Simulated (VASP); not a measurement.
```
CELL_PARAMETERS angstrom
     -1.60176     1.53769     3.91188
      1.60176    -1.53769     3.91188
      1.60176     1.53769    -3.91188
ATOMIC_POSITIONS crystal
  Si 0.66555 0.66555 0.00000
  Si 0.33445 0.33445 0.00000
  W  0.00000 0.00000 0.00000
```

Calculation: PBEsol GGA, VASP's PBE PAW potentials (set 64) (plane waves; VASP). Run with 480 eV cut-off, 12×12×12 Γ-centred mesh, first-order Methfessel-Paxton smearing of 0.10 eV, potentials Si W_sv.

Unless said otherwise, spin-orbit coupling is left out, though it shifts the bands of the heavy elements here.

Q: Predict the energy per atom (σ→0), pressure, largest force, band gap (on the k-mesh) with the smallest direct gap where there is one.

A: 
* **band gap (on the k-mesh)**: none (metal, semimetal or under 0.01 eV)
* **energy per atom (σ→0)**: -8.848 eV/atom
* **pressure**: 10.18 GPa
* **largest force**: 0.108 eV/Å

Only differences to runs with the same potentials and settings are physical.

The compound is WSi2 in the MoSi2 type structure. This cell was strained or had an atom moved on purpose.
